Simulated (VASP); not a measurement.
# Nb3Sn: interstitial O from one void to a neighbouring one, part 4 of 4

Wanted: the minimum-energy path in Nb3Sn for this move: interstitial O from one void to a neighbouring one. The start is a cell from a database of measured crystal structures.

VASP 6.6.1, plane waves and PAW; the level of theory is named at each step.

So far. Step 3 (Relax the start): The run ended after 8 ionic steps, 1.436 eV below its first step, once the forces on the free atoms met EDIFFG = -0.05. Step 4 (Relax the end): The run ended after 11 ionic steps, 1.298 eV below its first step, once the forces on the free atoms met EDIFFG = -0.05.

**5. Nudged elastic band**

Level of this step: r2SCAN; plane waves and PAW (Sn, Nb_pv, O) (VASP).

Images on a straight line between the ends relax across the path, while springs keep them spaced along it.

The input, INCAR:

```
SYSTEM = Nb12Sn4O
PREC = Normal
ENCUT = 400
EDIFF = 1E-05
NELM = 120
ISMEAR = 1
SIGMA = 0.15
LREAL = Auto
ALGO = Normal
METAGGA = R2SCAN
LASPH = .TRUE.
NBANDS = 95
LWAVE = .FALSE.
LCHARG = .FALSE.
IMAGES = 3
SPRING = -5
IBRION = 1
POTIM = 0.3
NSW = 60
EDIFFG = -0.05
ISYM = 0
ISIF = 0
```

The input, POSCAR:

```
Nb12Sn4O
1.0
    0.0000000000      5.3260553482      5.3260553482
    5.3260553482      0.0000000000      5.3260553482
    5.3260553482      5.3260553482      0.0000000000
Sn Nb O
4 12 1
Direct
    0.2600017858      0.2610326035      0.2604175687
    0.7477489511      0.7483767715      0.7474128675
    0.9895394474      0.9901499559      0.9899791937
    0.5021385659      0.5015520448      0.5013128659
    0.3929231820      0.8562524766      0.1242797156
    0.8779545551      0.3716083978      0.6247036603
    0.6244939155      0.1236839118      0.8723770172
    0.1263733495      0.6256861132      0.3765917521
    0.8578348242      0.1244169781      0.3906942699
    0.3711990598      0.6250347730      0.8774353781
    0.8727740278      0.6246715490      0.1232929778
    0.3768781369      0.1268629635      0.6250828832
    0.1234488511      0.8738906709      0.6240261657
    0.6252515474      0.3769203625      0.1261042196
    0.1243941116      0.3933240621      0.8566986812
    0.6244460767      0.8783377140      0.3711513582
    0.1291562339      0.1271129472      0.1251839789
```

The input, KPOINTS:

```
Automatic mesh
0
Gamma
3 3 3
0 0 0
```

The input, 00/POSCAR:

```
Nb12Sn4O
1.0
    0.0000000000      5.3260553482      5.3260553482
    5.3260553482      0.0000000000      5.3260553482
    5.3260553482      5.3260553482      0.0000000000
Sn Nb O
4 12 1
Direct
    0.2600017858      0.2610326035      0.2604175687
    0.7477489511      0.7483767715      0.7474128675
    0.9895394474      0.9901499559      0.9899791937
    0.5021385659      0.5015520448      0.5013128659
    0.3929231820      0.8562524766      0.1242797156
    0.8779545551      0.3716083978      0.6247036603
    0.6244939155      0.1236839118      0.8723770172
    0.1263733495      0.6256861132      0.3765917521
    0.8578348242      0.1244169781      0.3906942699
    0.3711990598      0.6250347730      0.8774353781
    0.8727740278      0.6246715490      0.1232929778
    0.3768781369      0.1268629635      0.6250828832
    0.1234488511      0.8738906709      0.6240261657
    0.6252515474      0.3769203625      0.1261042196
    0.1243941116      0.3933240621      0.8566986812
    0.6244460767      0.8783377140      0.3711513582
    0.1291562339      0.1271129472      0.1251839789
```

The input, 01/POSCAR:

```
Nb12Sn4O
1.0
    0.0000000000      5.3260553482      5.3260553482
    5.3260553482      0.0000000000      5.3260553482
    5.3260553482      5.3260553482      0.0000000000
Sn Nb O
4 12 1
Direct
    0.2592132083      0.2578561823      0.2561224308
    0.7485362381      0.7464901842      0.7479612312
    0.9899446770      0.9942662720      0.9930942604
    0.5009118266      0.5013824686      0.5032716332
    0.3932460083      0.8584964335      0.1197550904
    0.8769723475      0.3705029058      0.6249519019
    0.6260379042      0.1236154814      0.8716899635
    0.1278973676      0.6204356462      0.3748121599
    0.8567573728      0.1290872912      0.3894483282
    0.3718504560      0.6248782399      0.8789278720
    0.8730507369      0.6243822693      0.1241672118
    0.3761714800      0.1260313078      0.6254426131
    0.1215970292      0.8759957794      0.6292533882
    0.6233741156      0.3779686739      0.1261150564
    0.1243251830      0.3885945163      0.8614376618
    0.6242812881      0.8773686058      0.3724327536
    0.1280817834      0.0644684140      0.1872983198
```

The input, 02/POSCAR:

```
Nb12Sn4O
1.0
    0.0000000000      5.3260553482      5.3260553482
    5.3260553482      0.0000000000      5.3260553482
    5.3260553482      5.3260553482      0.0000000000
Sn Nb O
4 12 1
Direct
    0.2584246308      0.2546797610      0.2518272928
    0.7493235252      0.7446035968      0.7485095948
    0.9903499065      0.9983825880      0.9962093272
    0.4996850872      0.5012128924      0.5052304006
    0.3935688347      0.8607403904      0.1152304653
    0.8759901398      0.3693974137      0.6252001435
    0.6275818928      0.1235470509      0.8710029098
    0.1294213856      0.6151851791      0.3730325678
    0.8556799214      0.1337576043      0.3882023864
    0.3725018523      0.6247217067      0.8804203658
    0.8733274460      0.6240929896      0.1250414458
    0.3754648230      0.1251996520      0.6258023430
    0.1197452073      0.8781008879      0.6344806108
    0.6214966838      0.3790169854      0.1261258932
    0.1242562544      0.3838649704      0.8661766424
    0.6241164996      0.8763994976      0.3737141491
    0.1270073330      0.0018238807      0.2494126608
```

The input, 03/POSCAR:

```
Nb12Sn4O
1.0
    0.0000000000      5.3260553482      5.3260553482
    5.3260553482      0.0000000000      5.3260553482
    5.3260553482      5.3260553482      0.0000000000
Sn Nb O
4 12 1
Direct
    0.2576360534      0.2515033398      0.2475321549
    0.7501108122      0.7427170095      0.7490579584
    0.9907551360      1.0024989040      0.9993243939
    0.4984583478      0.5010433161      0.5071891679
    0.3938916610      0.8629843474      0.1107058402
    0.8750079322      0.3682919216      0.6254483850
    0.6291258815      0.1234786204      0.8703158560
    0.1309454037      0.6099347120      0.3712529756
    0.8546024701      0.1384279174      0.3869564447
    0.3731532486      0.6245651736      0.8819128597
    0.8736041551      0.6238037098      0.1259156798
    0.3747581660      0.1243679963      0.6261620730
    0.1178933854      0.8802059964      0.6397078334
    0.6196192520      0.3800652968      0.1261367301
    0.1241873259      0.3791354246      0.8709156229
    0.6239517110      0.8754303895      0.3749955446
    0.1259328826     -0.0608206525      0.3115270017
```

The input, 04/POSCAR:

```
Nb12Sn4O
1.0
    0.0000000000      5.3260553482      5.3260553482
    5.3260553482      0.0000000000      5.3260553482
    5.3260553482      5.3260553482      0.0000000000
Sn Nb O
4 12 1
Direct
    0.2568474759      0.2483269186      0.2432370170
    0.7508980993      0.7408304222      0.7496063221
    0.9911603656      1.0066152201      1.0024394606
    0.4972316085      0.5008737399      0.5091479352
    0.3942144873      0.8652283043      0.1061812150
    0.8740257246      0.3671864296      0.6256966266
    0.6306698702      0.1234101900      0.8696288023
    0.1324694218      0.6046842450      0.3694733834
    0.8535250187      0.1430982305      0.3857105030
    0.3738046448      0.6244086405      0.8834053535
    0.8738808642      0.6235144301      0.1267899138
    0.3740515091      0.1235363406      0.6265218029
    0.1160415635      0.8823111049      0.6449350559
    0.6177418202      0.3811136082      0.1261475669
    0.1241183973      0.3744058788      0.8756546035
    0.6237869225      0.8744612813      0.3762769400
    0.1248584321     -0.1234651858      0.3736413426
```

Potentials, in the order of the species: Sn, Nb_pv and O (PBE family, release 64).

On the command line:

```
> mpirun -np 3 vasp_std
```

The program printed:

```text
[banner, memory and clock lines left out]
running    3 mpi-ranks, on    1 nodes
 each image running on    1 cores
[...]
01/POSCAR found :  3 types and      17 ions
 [... a notice as in an earlier step ...]

 LDA part: xc-table for (None), standard interpolation
[...]
00/POSCAR found :  3 types and      17 ions
[...]
04/POSCAR found :  3 types and      17 ions
 POSCAR, INCAR and KPOINTS ok, starting setup
[...]
entering main loop
       N       E                     dE             d eps       ncg     rms          rms(c)
DAV:   1     0.173123325972E+04    0.17312E+04   -0.64324E+04  2700   0.145E+03
DAV:   2    -0.248650849338E+03   -0.19799E+04   -0.19334E+04  2708   0.772E+02
DAV:   3    -0.431472854723E+03   -0.18282E+03   -0.17191E+03  4656   0.180E+02
DAV:   4    -0.448236895340E+03   -0.16764E+02   -0.16015E+02  4432   0.508E+01
[...]
DAV:  14    -0.406028760369E+03    0.51338E-04   -0.57513E-04  3992   0.169E-01    0.619E-02
DAV:  15    -0.406028731621E+03    0.28748E-04   -0.23183E-04  3920   0.785E-02    0.274E-02
DAV:  16    -0.406028730333E+03    0.12875E-05   -0.28512E-05  2496   0.370E-02
   1 F= -.40602873E+03 E0= -.40603295E+03  d E =-.406029E+03
[... from here on, the cycles between the ionic steps are left out ...]
   2 F= -.40662884E+03 E0= -.40663163E+03  d E =-.600114E+00
   5 F= -.40683832E+03 E0= -.40684186E+03  d E =-.402768E-01
   9 F= -.40688582E+03 E0= -.40689028E+03  d E =-.523931E-02
  13 F= -.40690227E+03 E0= -.40690699E+03  d E =-.407133E-02
  17 F= -.40691203E+03 E0= -.40691686E+03  d E =-.147752E-02
  21 F= -.40692105E+03 E0= -.40692600E+03  d E =0.138789E-02
  25 F= -.40693627E+03 E0= -.40694138E+03  d E =-.230727E-02
  29 F= -.40694647E+03 E0= -.40695168E+03  d E =-.131121E-02
  33 F= -.40696027E+03 E0= -.40696558E+03  d E =-.456183E-02
  37 F= -.40697058E+03 E0= -.40697594E+03  d E =-.291024E-02
  41 F= -.40698714E+03 E0= -.40699256E+03  d E =-.101871E-01
  45 F= -.40699537E+03 E0= -.40700081E+03  d E =-.147053E-02
  49 F= -.40698436E+03 E0= -.40698978E+03  d E =0.225498E-02
  50 F= -.40698440E+03 E0= -.40698981E+03  d E =-.355419E-04
[...]
hard stop encountered!  aborting job ...
[...]
|     The electronic self-consistency was not achieved in the given           |
[...]
soft stop encountered!  aborting job ...
  51 F= -.40698435E+03 E0= -.40698980E+03  d E =0.163285E-01
 deleting file STOPCAR
```

Elapsed: 2.5 h, on 3 MPI ranks of Intel Xeon 6975P-C (Granite Rapids), shared host; peak memory 1.2 GiB.

The run was stopped at its time limit, so it gives no result of its own.

**6. Summary of results**

* result: none

What this shows: The session ends without its result: «nudged elastic band» met its time limit.

[Lines on the potential files, build, host, timing and source positions are cut from VASP's logs without a mark.]

[Logs are printed without paths, hosts, clocks, repeated set-up lines and the standing remarks that a program may print on its own settings, such as how far it seeks lower states.]

[Hosts, paths, dates, database ids (printed as entryN), source tags and the programs' standing remarks are cut or masked in the printed files.]

[Runs that stopped without an error message from VASP are left out.]
